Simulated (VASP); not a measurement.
These are LDA (Ceperley-Alder, Perdew-Zunger), VASP's LDA PAW potentials (set 64) (plane waves; VASP) values and carry that method's errors.

VASP ran on this input.

INCAR:
```
ALGO = Normal
EDIFF = 1E-6
EDIFFG = -0.01
ENCUT = 400
IBRION = 2
ISIF = 3
ISMEAR = 0
LASPH = .TRUE.
LCHARG = .FALSE.
LMAXMIX = 4
LREAL = .FALSE.
LWAVE = .FALSE.
NELM = 100
NSW = 60
PREC = Accurate
SIGMA = 0.05
SYSTEM = KI
```

File KPOINTS:
```
kpoints
0
G
6 6 6
0 0 0
```

### POSCAR
```
KI
1.0
  0.0000000000   3.5350000000   3.5350000000
  3.5350000000   0.0000000000   3.5350000000
  3.5350000000   3.5350000000   0.0000000000
K I
1 1
Cart
  0.0000000000   0.0000000000   0.0000000000
  3.5350000000   3.5350000000   3.5350000000
```

POTCAR, in this order: K_sv I (LDA.64 set). Program: vasp_std.

Task: What will the output report for the number of irreducible k-points (NKPTS), number of bands (NBANDS), largest plane-wave count, number of space-group operations, FFT grid (NGX, NGY, NGZ)?

Result: 
| Item | Result |
|---|---|
| number of irreducible k-points (NKPTS) | 16 |
| number of bands (NBANDS) | 12 |
| largest plane-wave count | 1639 |
| number of space-group operations | 48 |
| FFT grid (NGX, NGY, NGZ) | 36 × 36 × 36 |

The compound is KI in the rock salt structure. This run relaxes it. Symmetry was kept, so distortions that lower it aren't found.
